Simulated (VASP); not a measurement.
Method: PBE GGA, VASP's PBE PAW potentials (set 64) (plane waves; VASP 6.6.1).

VASP ran on this input.

File KPOINTS:
```
Automatic mesh
0
Gamma
8 8 6
0 0 0
```

POSCAR:
```
NiSb
1.0
  1.9650000000  -3.4034800000   0.0000000000
  1.9650000000   3.4034800000   0.0000000000
  0.0000000000   0.0000000000   5.1300000000
Ni Sb
2 2
Cartesian
  0.0000000000   0.0000000000   2.5650000000
  0.0000000000   0.0000000000   0.0000000000
  1.9650000000   1.1344956023   1.2825000000
  1.9650000000  -1.1344956023   3.8475000000
```

### INCAR
```
# general
SYSTEM   =  NiSb
PREC     =  Accurate
ENCUT    =  775   # plane-wave cut-off (eV)
LREAL    =  .FALSE.   # projection in real space or not
LASPH    =  .TRUE.

# electronic loop
EDIFF    =  1E-6   # SCF stop (eV)
NELM     =  100   # most electronic steps
ALGO     =  Normal
LMAXMIX  =  4   # l cut-off of mixed one-centre charges

# smearing
ISMEAR   =  1   # Methfessel-Paxton
SIGMA    =  0.1

# functional
GGA      =  PE   # PBE

# ions
ISIF     =  2

# output
LWAVE    =  .FALSE.
LCHARG   =  .FALSE.
```

POTCAR, in this order: Ni Sb (PBE.64 set). Program: vasp_std.

The resulting files:

### OUTCAR
```
 ion  position               nearest neighbor table
   1  0.000  0.000  0.500-   2 2.56   2 2.56   4 2.61   3 2.61   4 2.61   3 2.61   4 2.61   3 2.61
  LATTYP: Found a hexagonal cell.
 ALAT       =     3.9300001413
 C/A-ratio  =     1.3053434645
 Subroutine PRICEL returns:
 Original cell was already a primitive cell.
 Subroutine GETGRP returns: Found 24 space group operations
The static configuration has the point symmetry D_3d.
 The point group associated with its full space group is D_6h.
The dynamic configuration has the point symmetry D_3d.
 Subroutine INISYM returns: Found 24 space group operations
 Subroutine IBZKPT returns following result:
 Found     40 irreducible k-points:

 Following reciprocal coordinates:
            Coordinates               Weight
  0.000000  0.000000  0.000000      1.000000
  0.125000 -0.000000  0.000000      6.000000
  0.250000 -0.000000  0.000000      6.000000
  0.375000  0.000000  0.000000      6.000000
  0.500000 -0.000000  0.000000      3.000000
  0.125000  0.125000  0.000000      6.000000
  0.250000  0.125000  0.000000     12.000000
  0.375000  0.125000  0.000000     12.000000
  0.250000  0.250000  0.000000      6.000000
  0.375000  0.250000  0.000000      6.000000
  0.000000  0.000000  0.166667      2.000000
  0.125000 -0.000000  0.166667     12.000000
  0.250000 -0.000000  0.166667     12.000000
  0.375000  0.000000  0.166667     12.000000
  0.500000 -0.000000  0.166667      6.000000
  0.125000  0.125000  0.166667     12.000000
  0.250000  0.125000  0.166667     24.000000
  0.375000  0.125000  0.166667     24.000000
  0.250000  0.250000  0.166667     12.000000
  0.375000  0.250000  0.166667     12.000000
  0.000000  0.000000  0.333333      2.000000
  0.125000 -0.000000  0.333333     12.000000
  0.250000 -0.000000  0.333333     12.000000
  0.375000  0.000000  0.333333     12.000000
  0.500000 -0.000000  0.333333      6.000000
  0.125000  0.125000  0.333333     12.000000
  0.250000  0.125000  0.333333     24.000000
  0.375000  0.125000  0.333333     24.000000
  0.250000  0.250000  0.333333     12.000000
  0.375000  0.250000  0.333333     12.000000
  0.000000  0.000000  0.500000      1.000000
  0.125000 -0.000000  0.500000      6.000000
  0.250000 -0.000000  0.500000      6.000000
  0.375000  0.000000  0.500000      6.000000
  0.500000 -0.000000  0.500000      3.000000
  0.125000  0.125000  0.500000      6.000000
  0.250000  0.125000  0.500000     12.000000
  0.375000  0.125000  0.500000     12.000000
  0.250000  0.250000  0.500000      6.000000
  0.375000  0.250000  0.500000      6.000000
   k-points           NKPTS =     40   k-points in BZ     NKDIM =     40   number of bands    NBANDS=     19
   number of dos      NEDOS =    301   number of ions     NIONS =      4
   total plane-waves  NPLWV =  62208
   dimension x,y,z NGX =    36 NGY =   36 NGZ =   48
   dimension x,y,z NGXF=    72 NGYF=   72 NGZF=   96
   ions per type =               2   2
   PREC   = accura    normal or accurate (medium, high low for compatibility)
   ISTART =      0    job   : 0-new  1-cont  2-samecut
   ICHARG =      2    charge: 1-file 2-atom 10-const
   ISPIN  =      1    spin polarized calculation?
   LNONCOLLINEAR =      F non collinear calculations
   LSORBIT =      F    spin-orbit coupling
   INIWAV =      1    electr: 0-lowe 1-rand  2-diag
   ENCUT  =  775.0 eV  56.96 Ry    7.55 a.u.   8.92  8.92 11.64*2*pi/ulx,y,z
   NELM   =    100;   NELMIN=  2; NELMDL= -5     # of ELM steps
   EDIFF  = 0.1E-05   stopping-criterion for ELM
   LREAL  =      F    real-space projection
   NLSPLINE    = F    spline interpolate recip. space projectors
...
```

OSZICAR:
```
       N       E                     dE             d eps       ncg     rms          rms(c)
DAV:   1     0.198186391342E+03    0.19819E+03   -0.16250E+04  1520   0.221E+03
DAV:   2    -0.101585249441E+02   -0.20834E+03   -0.20309E+03  1523   0.368E+02
DAV:   3    -0.213620492152E+02   -0.11204E+02   -0.10773E+02  1775   0.105E+02
DAV:   4    -0.216895443068E+02   -0.32750E+00   -0.32441E+00  1724   0.159E+01
DAV:   5    -0.216998565856E+02   -0.10312E-01   -0.10310E-01  1907   0.300E+00    0.133E+01
DAV:   6    -0.243934322119E+02   -0.26936E+01   -0.35855E+01  1674   0.110E+02    0.174E+01
DAV:   7    -0.202925413786E+02    0.41009E+01   -0.13235E+01  1649   0.770E+01    0.396E+00
DAV:   8    -0.203508011029E+02   -0.58260E-01   -0.15977E+00  2105   0.118E+01    0.267E+00
DAV:   9    -0.202887701453E+02    0.62031E-01   -0.24448E-01  1723   0.884E+00    0.652E-01
DAV:  10    -0.202893315190E+02   -0.56137E-03   -0.78675E-03  1619   0.798E-01    0.504E-01
DAV:  11    -0.202889064019E+02    0.42512E-03   -0.69745E-04  1761   0.219E-01    0.154E-01
DAV:  12    -0.202886626757E+02    0.24373E-03   -0.79046E-04  2114   0.488E-01    0.418E-02
DAV:  13    -0.202886684320E+02   -0.57563E-05   -0.81635E-05  1625   0.661E-02    0.380E-02
DAV:  14    -0.202886683381E+02    0.93887E-07   -0.41039E-06  1544   0.225E-02
   1 F= -.20288668E+02 E0= -.20288893E+02  d E =0.674310E-03
```

File OUTCAR:
```
------------------------ aborting loop because EDIFF is reached ----------------------------------------
  FORCE on cell =-STRESS in cart. coord.  units (eV):
  Direction    XX          YY          ZZ          XY          YZ          ZX
  --------------------------------------------------------------------------------------
  Total        1.5892859      1.5892861      1.3426132      0.0000000      0.0000000      0.0000000
  in kB       37.1090219     37.1090255     31.3493388      0.0000000      0.0000000      0.0000000
  external PRESSURE =      35.1891288 kB  Pullay stress =       0.0000000 kB
  volume of cell :       68.62
      direct lattice vectors                 reciprocal lattice vectors
     1.965000000 -3.403480000  0.000000000     0.254452926 -0.146908458  0.000000000
     1.965000000  3.403480000  0.000000000     0.254452926  0.146908458  0.000000000
     0.000000000  0.000000000  5.130000000     0.000000000  0.000000000  0.194931774
 POSITION                                       TOTAL-FORCE (eV/Angst)
 -----------------------------------------------------------------------------------
      0.00000      0.00000      2.56500         0.000000      0.000000      0.000000
      0.00000      0.00000      0.00000         0.000000      0.000000      0.000000
      1.96500      1.13450      1.28250        -0.000000     -0.000000     -0.000000
      1.96500     -1.13450      3.84750         0.000000      0.000000      0.000000
 -----------------------------------------------------------------------------------
    total drift:                               -0.000000     -0.000000      0.000000
  FREE ENERGIE OF THE ION-ELECTRON SYSTEM (eV)
  ---------------------------------------------------
  free  energy   TOTEN  =       -20.2886683381 eV

  energy  without entropy=      -20.2893426480  energy(sigma->0) =      -20.28889311
```
(Selected blocks of OUTCAR.)

The compound is NiSb in the NiAs type structure. The cell was not relaxed at this level. The run is one of a series of settings (ENCUT = 775 against the base run), some of them coarse on purpose. The run is not spin-polarised, so no magnetic state was tried.
